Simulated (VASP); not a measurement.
Input for VASP

**KPOINTS**
```
K-points
0
G
8 8 8
0 0 0
```

**INCAR**
```
! general
SYSTEM  = Sb
PREC    = Accurate
ENCUT   = 480   ! plane-wave cut-off (eV)
LREAL   = .FALSE.   ! projection in real space or not
LASPH   = .TRUE.   ! aspherical one-centre terms

! electronic loop
EDIFF   = 1E-7   ! SCF stop (eV)
NELM    = 100
ALGO    = Normal   ! blocked Davidson
LMAXMIX = 4   ! l cut-off of mixed one-centre charges

! smearing
ISMEAR  = 0
SIGMA   = 0.05   ! width (eV)

! functional
GGA     = PS   ! PBEsol

! ions
ISIF    = 2

! output
LWAVE   = .FALSE.
LCHARG  = .FALSE.
```

### POSCAR
```
Sb
1
    3.8948953511    -2.1661333619    -0.0266296517
    3.8948953511     2.1661333619    -0.0266296517
    2.7153105975     0.0000000000     3.4281210857
Sb
2
Direct
  0.2355449377   0.2355449377   0.2355449377
  0.7644550623   0.7644550623   0.7644550623
```

POTCAR, in this order: Sb (PBE.64 set). Program: vasp_std.

**Question.** Translate this PBEsol calculation to Ansatz.

**Answer.** One equivalent input (not run):
Ansatz 0.2 input:
```yaml
crystal:
  lattice:
    - [3.8948954, -2.1661334, -0.0266297]
    - [3.8948954, 2.1661334, -0.0266297]
    - [2.7153106, 0.0000000, 3.4281211]
  atoms:
    - { symbol: Sb, position: [0.2355449, 0.2355449, 0.2355449] }
    - { symbol: Sb, position: [0.7644551, 0.7644551, 0.7644551] }
kpoints:
  mp_grid: { grid: [8, 8, 8] }
hamiltonian:
  xc: pbesol
  pseudopotentials: { kind: paw }
scf:
  occupations: { method: gaussian, width: 0.05 }
  max_iter: 100
output: { forces: true, stress: true, eigenvalues: true }
```
What does not carry over: each code has its own PAW files, so the cut-off isn't converted (ENCUT is set for VASP's; basis.ecutwfc is left out, and Ansatz then takes the one that its files recommend); Ansatz stops its SCF on the density residual and VASP on the energy change (EDIFF).

The compound is Sb in the a7 structure. This cell was strained or had an atom moved on purpose.
